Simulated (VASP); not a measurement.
Input:

```
CELL_PARAMETERS angstrom
     -2.48281     2.48281     1.33280
      2.48281    -2.48281     1.33280
      2.48281     2.48281    -1.33280
ATOMIC_POSITIONS crystal
  Pd 0.75000 0.25000 0.50000
  Pd 0.00000 0.00000 0.00000
```

The numbers are results of r2SCAN meta-GGA, VASP's PBE PAW potentials (set 64) (plane waves; VASP), not measurements. Run with 400 eV cut-off, 17×17×17 Γ-centred mesh, tetrahedra with Blöchl corrections, potentials Pd.

Give the energies of bands 1 to 12 at the high-symmetry points, in eV from the Fermi level.

| band | Γ | X | M | Z | P | N |
|---|---|---|---|---|---|---|
| 1 | -6.50 | -4.54 | -4.56 | -4.03 | -4.52 | -4.69 |
| 2 | -5.16 | -4.54 | -4.56 | -4.03 | -4.52 | -4.65 |
| 3 | -4.61 | -3.52 | -3.76 | -3.95 | -4.17 | -3.90 |
| 4 | -4.09 | -3.52 | -3.76 | -3.21 | -4.17 | -3.69 |
| 5 | -3.77 | -3.02 | -1.74 | -2.60 | -2.22 | -2.46 |
| 6 | -1.25 | -3.02 | -1.74 | -2.01 | -2.22 | -2.28 |
| 7 | -1.25 | -1.40 | -1.09 | -2.01 | -0.82 | -1.08 |
| 8 | -1.20 | -1.40 | -1.09 | -1.92 | -0.82 | -0.87 |
| 9 | -1.20 | -0.64 | -1.02 | -0.93 | -0.09 | -0.31 |
| 10 | -0.07 | -0.64 | -1.02 | -0.53 | -0.09 | -0.09 |
| 11 | 0.89 | -0.20 | 0.68 | 5.91 | 4.69 | 2.66 |
| 12 | 6.62 | -0.20 | 0.68 | 6.08 | 4.69 | 5.88 |

It has no gap at this level: it comes out as a metal or semimetal.

The structure was generated: Pd was put into the beta-Sn type (I4_1/amd), which need not be its known phase. It was relaxed first, which changed the volume by +6 %.
